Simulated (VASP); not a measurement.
# AgB2 (P6/mmm) in VASP: a series of runs

One crystal, AgB2, is run at these levels: r2SCAN; tasks: single point.

All numbers are computed with VASP 6.6.1; they aren't measurements. Logs are shortened: lines on timing, memory, paths and dates and some standing lists are left out, and cuts for length are marked.

**1. The crystal as given**

The structure is hexagonal, space group P6/mmm (No. 191). Conventional cell: a = 3.000 Å, b = 3.000 Å, c = 3.240 Å, α = 90.00°, β = 90.00°, γ = 120.00°. Ag (site symmetry 6/mmm) is surrounded by 12 B at 2.37 Å. B (site symmetry -6m2) has 3 B at 1.73 Å as nearest neighbours.

**2. Single point, r2SCAN**

INCAR reads:

```
SYSTEM = AgB2
PREC = Accurate
ENCUT = 340
EDIFF = 1E-6
ISMEAR = 0
SIGMA = 0.05
LREAL = .False.
LASPH = .True.
NELM = 100
ALGO = Normal
ISIF = 2
LWAVE = .False.
LCHARG = .False.
METAGGA = R2SCAN
LMIXTAU = .True.
ADDGRID = .False.
```

KPOINTS reads:

```
regular mesh
0
Gamma
  5 5 4
  0 0 0
```

POSCAR reads:

```
AgB2
1.0
    3.0000000000      0.0000000000      0.0000000000
   -1.5000000000      2.5980762114      0.0000000000
    0.0000000000      0.0000000000      3.2400000000
Ag B
1 2
Direct
    0.0000000000      0.0000000000      0.0000000000
    0.6666666667      0.3333333333      0.5000000000
    0.3333333333      0.6666666667      0.5000000000
```

Potentials or basis: VASP PAW PBE potentials, release 64 (Ag, B).

Launch:

```
$ cat potpaw_PBE.64/Ag/POTCAR potpaw_PBE.64/B/POTCAR > POTCAR
$ mpirun -np 1 vasp_std > vasp.out
```

OUTCAR:

```text
SYSTEM = AgB2
   PREC = Accurate
   ENCUT = 340
   EDIFF = 1E-6
   ISMEAR = 0
   LREAL = .False.
   LASPH = .True.
   NELM = 100
   ISIF = 2
   METAGGA = R2SCAN

 Found     15 irreducible k-points:

 Following reciprocal coordinates:
            Coordinates               Weight
  0.000000  0.000000  0.000000      1.000000
  0.200000 -0.000000  0.000000      6.000000
  0.400000 -0.000000  0.000000      6.000000
  0.200000  0.200000  0.000000      6.000000
  0.400000  0.200000  0.000000      6.000000
  0.000000  0.000000  0.250000      2.000000
   k-points           NKPTS =     15   k-points in BZ     NKDIM =     15   number of bands    NBANDS=     12
   number of dos      NEDOS =    301   number of ions     NIONS =      3
   total plane-waves  NPLWV =   6480
   dimension x,y,z NGX =    18 NGY =   18 NGZ =   20
   dimension x,y,z NGXF=    36 NGYF=   36 NGZF=   40
   ions per type =               1   2
   NGX,Y,Z   is equivalent  to a cutoff of   9.97,  9.97, 10.26 a.u.
   NGXF,Y,Z  is equivalent  to a cutoff of  19.95, 19.95, 20.52 a.u.
 SYSTEM =  AgB2
   PREC   = accura    normal or accurate (medium, high low for compatibility)
   ISTART =      0    job   : 0-new  1-cont  2-samecut
   ICHARG =      2    charge: 1-file 2-atom 10-const
   ISPIN  =      1    spin polarized calculation?
   LNONCOLLINEAR =      F non collinear calculations
   LSORBIT =      F    spin-orbit coupling
   LASPH  =      T    aspherical Exc in radial PAW
   ENCUT  =  340.0 eV  24.99 Ry    5.00 a.u.   4.51  4.51  4.87*2*pi/ulx,y,z
   NELM   =    100;   NELMIN=  2; NELMDL= -5     # of ELM steps
   EDIFF  = 0.1E-05   stopping-criterion for ELM
   LREAL  =      F    real-space projection
   EDIFFG = 0.1E-04   stopping-criterion for IOM
   NSW    =      0    number of steps for IOM
   IBRION =     -1    ionic relax: 0-MD 1-quasi-New 2-CG
   NFREE  =      0    steps in history (QN), initial steepest desc. (CG)
   ISIF   =      2    stress and relaxation
   ISYM   =      2    0-nonsym 1-usesym 2-fastsym
   POTIM  = 0.5000    time-step for ionic-motion
   TEBEG  =    0.0;   TEEND  =   0.0 temperature during run
   PSTRESS=    0.0 pullay stress
   NELECT =      17.0000    total number of electrons
   NUPDOWN=      -1.0000    fix difference up-down
   EMIN   =  10.00;   EMAX   =-10.00  energy-range for DOS
   EFERMI =   0.00;   METHOD = LEGACY
   ISMEAR =     0;   SIGMA  =   0.05  broadening in eV -4-tet -1-fermi 0-gaus
   EFERMI_NEDOS =   21; number of points for ismear=-14 and -15
   IALGO  =     38    algorithm
   IMIX   =      4    mixing-type and parameters
     AMIX     =   0.40;   BMIX     =  1.00
     AMIX_MAG =   1.60;   BMIX_MAG =  1.00
  volume/ion in A,a.u.               =       8.42        56.81
  Fermi-wavevector in a.u.,A,eV,Ry     =   1.434779  2.711340 28.008838  2.058591
  Thomas-Fermi vector in A             =   2.554150
   LORBIT       =      0    0 simple, 1 ext, 2 COOP (PROOUT), +10 PAW based schemes
   METAGGA = R2SCAN    functional components
   LHFCALC =     F    Hartree Fock is set to
   AEXX    =    0.0000 exact exchange contribution
   IVDW    =     0    specifies the selected vdW correction
   LEPSILON=     F    determine dielectric tensor
   LRPA    =     F    only Hartree local field effects (RPA)
 non-spin polarized calculation
 Gauss-broadening in eV      SIGMA  =   0.05
  energy-cutoff  :      340.00
  volume of cell :       25.25
 maximum number of plane-waves:       370
 NGX is ok and might be reduce to    18
   NGX =  9   NGY =  9   NGZ =  9

 number of electron      16.9999982 magnetization

 Free energy of the ion-electron system (eV)
  ---------------------------------------------------
  ext. energy  EPLUGINS =         0.00000000
  ---------------------------------------------------
  free energy    TOTEN  =       -33.20882200 eV

  energy without entropy =      -33.20670182  energy(sigma->0) =      -33.20776191

 E-fermi :  10.5296     XC(G=0): -14.2660

 val. band max:       10.4953528884   @ k =   0.4000  -0.0000   0.2500
 cond. band min:      10.6861654501   @ k =   0.2000  -0.0000   0.5000
 fundamental gap:      0.1908125617
 Fermi energy:        10.5295560977

 k-point     1 :       0.0000    0.0000    0.0000
  band No.  band energies     occupation
      1      -4.5012      2.00000
      2       3.3628      2.00000
      3       3.7995      2.00000
      4       3.7996      2.00000
      5       5.4351      2.00000
      6       5.4351      2.00000
      7       7.3195      2.00000
      8      11.7400      0.00000
      9      11.7400      0.00000
     10      16.5333      0.00000
     11      16.5333      0.00000
     12      16.7695      0.00000

 k-point     2 :       0.2000   -0.0000    0.0000
  band No.  band energies     occupation
      1      -3.7030      2.00000
      2       3.1434      2.00000
      3       3.6356      2.00000
      4       4.1367      2.00000
      5       4.3075      2.00000
      6       5.3243      2.00000
      7       9.1120      2.00000
      8       9.5677      2.00000
      9       9.7812      2.00000
     10      16.4686      0.00000
     11      17.7889      0.00000
     12      19.1132      0.00000

 k-point     3 :       0.4000   -0.0000    0.0000
  band No.  band energies     occupation
      1      -1.5277      2.00000
      2       1.3394      2.00000
      3       3.2026      2.00000
      4       3.4514      2.00000
      5       5.1503      2.00000
      6       5.5267      2.00000
      7       7.2712      2.00000
      8       7.6101      2.00000
      9      12.8386      0.00000
     10      16.1239      0.00000
     11      16.9121      0.00000
     12      17.8133      0.00000

 k-point     4 :       0.2000    0.2000    0.0000
  band No.  band energies     occupation
      1      -2.2005      2.00000
      2       2.2553      2.00000
      3       3.5175      2.00000
      4       3.5270      2.00000
      5       4.9083      2.00000
      6       4.9948      2.00000
      7       7.4212      2.00000
      8       7.6788      2.00000
      9      12.1758      0.00000
     10      17.0564      0.00000
     11      17.3276      0.00000
     12      19.6827      0.00000

 k-point     5 :       0.4000    0.2000    0.0000
  band No.  band energies     occupation
      1       0.2392      2.00000
      2       0.4838      2.00000
      3       2.6889      2.00000
      4       3.3929      2.00000
      5       4.4976      2.00000
      6       5.9172      2.00000
      7       6.2865      2.00000
      8       7.0018      2.00000
      9      14.9525      0.00000
     10      15.3056      0.00000
     11      18.2794      0.00000
     12      19.7494      0.00000

 k-point     6 :       0.0000    0.0000    0.2500
  band No.  band energies     occupation
      1      -3.7020      2.00000
      2       2.5267      2.00000
      3       4.0914      2.00000
      4       4.0915      2.00000
      5       5.0216      2.00000
      6       5.0216      2.00000
      7       6.0410      2.00000
      8      11.0550      0.00000
      9      11.0550      0.00000
     10      18.1024      0.00000
     11      18.1024      0.00000
     12      18.1588      0.00000

 [... further k-points ...]
[... 5 lines left out ...]
  --------------------------------------------------------------------------------------
  -------------------------------------------------------------------------------------
  Total        6.2363284      6.2363284     12.5866997      0.0000000      0.0000000      0.0000000
  in kB      395.6593257    395.6593257    798.5540214      0.0000000      0.0000000      0.0000000
  external PRESSURE =     529.9575576 kB  Pullay stress =       0.0000000 kB

 VOLUME and BASIS-vectors are now :
 -----------------------------------------------------------------------------
  energy-cutoff  :      340.00
  volume of cell :       25.25
      direct lattice vectors                 reciprocal lattice vectors
     3.000000000  0.000000000  0.000000000     0.333333333  0.192450090  0.000000000
    -1.500000000  2.598076211  0.000000000     0.000000000  0.384900179  0.000000000
     0.000000000  0.000000000  3.240000000     0.000000000  0.000000000  0.308641975

 POSITION                                       TOTAL-FORCE (eV/Angst)
 -----------------------------------------------------------------------------------
      0.00000      0.00000      0.00000        -0.000000      0.000000      0.000000
      1.50000      0.86603      1.62000        -0.000000      0.000000      0.000000
     -0.00000      1.73205      1.62000         0.000000     -0.000000      0.000000
 -----------------------------------------------------------------------------------
    total drift:                               -0.000000      0.000000     -0.000000

  FREE ENERGIE OF THE ION-ELECTRON SYSTEM (eV)
  ---------------------------------------------------
  free  energy   TOTEN  =       -33.2088219985 eV

  energy  without entropy=      -33.2067018240  energy(sigma->0) =      -33.20776191
```

It took 8.7 s on 1 thread of Intel Xeon 6975P-C (Granite Rapids), shared host; peak memory 0.12 GiB.

The run converged, but some of its settings lie outside the range that counts as converged, so its numbers aren't taken as properties of the crystal.

What came out:

```yaml
Free_energy: -33.2088 eV
Band_gap_on_the_k_mesh: none (metal or under the smearing width)
```

Caveat: the k mesh is coarse (spacing up to 0.48 Å⁻¹), so the values aren't converged; the cutoff is under 1.25 times the usual one of these potentials, so pressure, stress and relaxed cells hold a basis-set (Pulay) error; a pressure of tens of GPa on the cell as given is suspect, and the run, the potentials or the cell itself is likely at fault; the PAW data sets were made with another functional, which shifts forces and pressure a little.

**3. Single point, r2SCAN**

INCAR is that of step 2.

KPOINTS is that of step 2.

POSCAR reads:

```
AgB2
1.0
    3.0000000000      0.0000000000      0.0000000000
   -1.5000000000      2.5980762114      0.0000000000
    0.0000000000      0.0000000000      3.2400000000
Ag B
1 2
Direct
    0.0172000000      0.0014340000     -0.0107780000
    0.6537670000      0.3220700000      0.4709270000
    0.3421410000      0.7037590000      0.5156140000
```

Potentials or basis: VASP PAW PBE potentials, release 64 (Ag, B).

Launch:

```
$ cat potpaw_PBE.64/Ag/POTCAR potpaw_PBE.64/B/POTCAR > POTCAR
$ mpirun -np 1 vasp_std > vasp.out
```

It took 18 s on 1 thread of Intel Xeon 6975P-C (Granite Rapids), shared host; peak memory 0.12 GiB.

These settings aren't checked as converged: the numbers below hold their error.

Results:

```
Free energy            : -33.0195 eV
Largest force          : 2.257 eV/Å
Band gap on the k mesh : none (metal or under the smearing width)
```

Caveat: the k mesh is coarse (spacing up to 0.48 Å⁻¹), so the values aren't converged; the cutoff is under 1.25 times the usual one of these potentials, so pressure, stress and relaxed cells hold a basis-set (Pulay) error; the PAW data sets were made with another functional, which shifts forces and pressure a little.

**4. Single point, r2SCAN**

Changes to INCAR since step 3:

```diff
@@ -2,3 +2,3 @@
 PREC = Accurate
-ENCUT = 340
+ENCUT = 650
 EDIFF = 1E-6
```

KPOINTS reads:

```
regular mesh
0
Gamma
  4 4 3
  0 0 0
```

POSCAR reads:

```
AgB2
1.0
    3.0000000000      0.0000000000      0.0000000000
   -1.5000000000      2.5980762114      0.0000000000
    0.0000000000      0.0000000000      3.2400000000
Ag B
1 2
Direct
    0.0000000000      0.0000000000      0.0000000000
    0.6666666667      0.3333333333      0.5000000000
    0.3333333333      0.6666666667      0.5000000000
```

Potentials or basis: VASP PAW PBE potentials, release 64 (Ag, B).

Launch:

```
$ cat potpaw_PBE.64/Ag/POTCAR potpaw_PBE.64/B/POTCAR > POTCAR
$ mpirun -np 1 vasp_std > vasp.out
```

OUTCAR:

```text
SYSTEM = AgB2
   PREC = Accurate
   ENCUT = 650
   EDIFF = 1E-6
   ISMEAR = 0
   LREAL = .False.
   LASPH = .True.
   NELM = 100
   ISIF = 2
   METAGGA = R2SCAN

 Found      8 irreducible k-points:

 Following reciprocal coordinates:
            Coordinates               Weight
  0.000000  0.000000  0.000000      1.000000
  0.250000 -0.000000  0.000000      6.000000
  0.500000 -0.000000  0.000000      3.000000
  0.250000  0.250000  0.000000      6.000000
  0.000000  0.000000  0.333333      2.000000
  0.250000 -0.000000  0.333333     12.000000
   k-points           NKPTS =      8   k-points in BZ     NKDIM =      8   number of bands    NBANDS=     12
   number of dos      NEDOS =    301   number of ions     NIONS =      3
   total plane-waves  NPLWV =  21952
   dimension x,y,z NGX =    28 NGY =   28 NGZ =   28
   dimension x,y,z NGXF=    56 NGYF=   56 NGZF=   56
   ions per type =               1   2
   NGX,Y,Z   is equivalent  to a cutoff of  15.52, 15.52, 14.37 a.u.
   NGXF,Y,Z  is equivalent  to a cutoff of  31.03, 31.03, 28.73 a.u.
 SYSTEM =  AgB2
   PREC   = accura    normal or accurate (medium, high low for compatibility)
   ISTART =      0    job   : 0-new  1-cont  2-samecut
   ICHARG =      2    charge: 1-file 2-atom 10-const
   ISPIN  =      1    spin polarized calculation?
   LNONCOLLINEAR =      F non collinear calculations
   LSORBIT =      F    spin-orbit coupling
   LASPH  =      T    aspherical Exc in radial PAW
   ENCUT  =  650.0 eV  47.77 Ry    6.91 a.u.   6.24  6.24  6.74*2*pi/ulx,y,z
   NELM   =    100;   NELMIN=  2; NELMDL= -5     # of ELM steps
   EDIFF  = 0.1E-05   stopping-criterion for ELM
   LREAL  =      F    real-space projection
   EDIFFG = 0.1E-04   stopping-criterion for IOM
   NSW    =      0    number of steps for IOM
   IBRION =     -1    ionic relax: 0-MD 1-quasi-New 2-CG
   NFREE  =      0    steps in history (QN), initial steepest desc. (CG)
   ISIF   =      2    stress and relaxation
   ISYM   =      2    0-nonsym 1-usesym 2-fastsym
   POTIM  = 0.5000    time-step for ionic-motion
   TEBEG  =    0.0;   TEEND  =   0.0 temperature during run
   PSTRESS=    0.0 pullay stress
   NELECT =      17.0000    total number of electrons
   NUPDOWN=      -1.0000    fix difference up-down
   EMIN   =  10.00;   EMAX   =-10.00  energy-range for DOS
   EFERMI =   0.00;   METHOD = LEGACY
   ISMEAR =     0;   SIGMA  =   0.05  broadening in eV -4-tet -1-fermi 0-gaus
   EFERMI_NEDOS =   21; number of points for ismear=-14 and -15
   IALGO  =     38    algorithm
   IMIX   =      4    mixing-type and parameters
     AMIX     =   0.40;   BMIX     =  1.00
     AMIX_MAG =   1.60;   BMIX_MAG =  1.00
  volume/ion in A,a.u.               =       8.42        56.81
  Fermi-wavevector in a.u.,A,eV,Ry     =   1.434779  2.711340 28.008838  2.058591
  Thomas-Fermi vector in A             =   2.554150
   LORBIT       =      0    0 simple, 1 ext, 2 COOP (PROOUT), +10 PAW based schemes
   METAGGA = R2SCAN    functional components
   LHFCALC =     F    Hartree Fock is set to
   AEXX    =    0.0000 exact exchange contribution
   IVDW    =     0    specifies the selected vdW correction
   LEPSILON=     F    determine dielectric tensor
   LRPA    =     F    only Hartree local field effects (RPA)
 non-spin polarized calculation
 Gauss-broadening in eV      SIGMA  =   0.05
  energy-cutoff  :      650.00
  volume of cell :       25.25
 maximum number of plane-waves:       960
 NGX is ok and might be reduce to    28
   NGX = 13   NGY = 13   NGZ = 13

 number of electron      17.0000003 magnetization

 Free energy of the ion-electron system (eV)
  ---------------------------------------------------
  ext. energy  EPLUGINS =         0.00000000
  ---------------------------------------------------
  free energy    TOTEN  =       -32.99843317 eV

  energy without entropy =      -32.99120107  energy(sigma->0) =      -32.99481712

 E-fermi :  10.4521     XC(G=0): -14.2711

 val. band max:       10.4313516983   @ k =   0.2500  -0.0000   0.3333
 cond. band min:      10.5057684756   @ k =   0.5000  -0.0000   0.3333
 fundamental gap:      0.0744167773
 Fermi energy:        10.4521102076

 k-point     1 :       0.0000    0.0000    0.0000
  band No.  band energies     occupation
      1      -4.5304      2.00000
      2       3.3960      2.00000
      3       3.8221      2.00000
      4       3.8221      2.00000
      5       5.4655      2.00000
      6       5.4655      2.00000
      7       7.2841      2.00000
      8      11.7031      0.00000
      9      11.7031      0.00000
     10      16.4923      0.00000
     11      16.4923      0.00000
     12      16.7919      0.00000
[... 61 lines left out ...]
 k-point     6 :       0.2500   -0.0000    0.3333
  band No.  band energies     occupation
      1      -2.2999      2.00000
      2       2.3639      2.00000
      3       3.6826      2.00000
      4       3.9959      2.00000
      5       4.0667      2.00000
      6       5.1437      2.00000
      7       6.5672      2.00000
      8       9.3824      2.00000
      9      10.4314      1.44289
     10      16.3269      0.00000
     11      17.8555      0.00000
     12      21.7686      0.00000

 [... further k-points ...]
[... 5 lines left out ...]
  --------------------------------------------------------------------------------------
  -------------------------------------------------------------------------------------
  Total        6.1260423      6.1260423     13.3883225      0.0000000     -0.0000000      0.0000000
  in kB      388.6623068    388.6623068    849.4123972      0.0000000     -0.0000000      0.0000000
  external PRESSURE =     542.2456703 kB  Pullay stress =       0.0000000 kB

 VOLUME and BASIS-vectors are now :
 -----------------------------------------------------------------------------
  energy-cutoff  :      650.00
  volume of cell :       25.25
      direct lattice vectors                 reciprocal lattice vectors
     3.000000000  0.000000000  0.000000000     0.333333333  0.192450090  0.000000000
    -1.500000000  2.598076211  0.000000000     0.000000000  0.384900179  0.000000000
     0.000000000  0.000000000  3.240000000     0.000000000  0.000000000  0.308641975

 POSITION                                       TOTAL-FORCE (eV/Angst)
 -----------------------------------------------------------------------------------
      0.00000      0.00000      0.00000         0.000000      0.000000     -0.000000
      1.50000      0.86603      1.62000        -0.000000      0.000000      0.000000
     -0.00000      1.73205      1.62000         0.000000     -0.000000     -0.000000
 -----------------------------------------------------------------------------------
    total drift:                               -0.000000      0.000000      0.000000

  FREE ENERGIE OF THE ION-ELECTRON SYSTEM (eV)
  ---------------------------------------------------
  free  energy   TOTEN  =       -32.9984331665 eV

  energy  without entropy=      -32.9912010655  energy(sigma->0) =      -32.99481712
```

stdout:

```text
POSCAR found type information on POSCAR AgB
 POSCAR found :  2 types and       3 ions
 scaLAPACK will be used
 -----------------------------------------------------------------------------
|                                                                             |
|                                                                             |
|     You enforced a specific xc type in the INCAR file but a different       |
|     I HOPE YOU KNOW WHAT YOU ARE DOING!                                     |
|                                                                             |
 -----------------------------------------------------------------------------

 LDA part: xc-table for (None), standard interpolation
 POSCAR, INCAR and KPOINTS ok, starting setup
 FFT: planning ... GRIDC
 FFT: planning ... GRID_SOFT
 FFT: planning ... GRID
 WAVECAR not read
 entering main loop
```

Run time: 13 s. Hardware: 1 thread of Intel Xeon 6975P-C (Granite Rapids), shared host; peak memory 0.16 GiB.

The run converged, but some of its settings lie outside the range that counts as converged, so its numbers aren't taken as properties of the crystal.

Results:

```yaml
Free_energy: -32.9984 eV
Pressure: 54.2 GPa
Band_gap_on_the_k_mesh: none (metal or under the smearing width)
```

Caveat: the k mesh is coarse (spacing up to 0.65 Å⁻¹), so the values aren't converged; a pressure of tens of GPa on the cell as given is suspect, and the run, the potentials or the cell itself is likely at fault; the PAW data sets were made with another functional, which shifts forces and pressure a little.
